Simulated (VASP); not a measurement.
Here is the system:

```xyz
2
Lattice="0.0000 2.4900 2.4900 2.4900 0.0000 2.4900 2.4900 2.4900 0.0000" Properties=species:S:1:pos:R:3 pbc="T T T"
Gd     0.0000     0.0000     0.0000
N      2.4900     2.4900     2.4900
```
Starting moments (μB, in the order of the record's atoms Gd N): 7.0 0.0.

All values below come from PBEsol GGA, VASP's PBE PAW potentials (set 64) (plane waves; VASP 6.6.1). Settings: 400 eV cut-off, 9×9×9 Γ-centred mesh, Fermi-Dirac smearing of 0.020 eV, potentials Gd N.

At this cut-off the stress carries a Pulay error, which pulls relaxed volumes low. The moments were started parallel, and other spin orders were not tried in this run.

### Question
Give the stress tensor in GPa (positive for a compressed cell).

### Answer

```
-7.70   0.00   0.00
 0.00  -7.70   0.00
 0.00   0.00  -7.70
```
The pressure is its mean diagonal, -7.70 GPa.

The structure is a typed GdN crystal. The cell was not relaxed at this level.
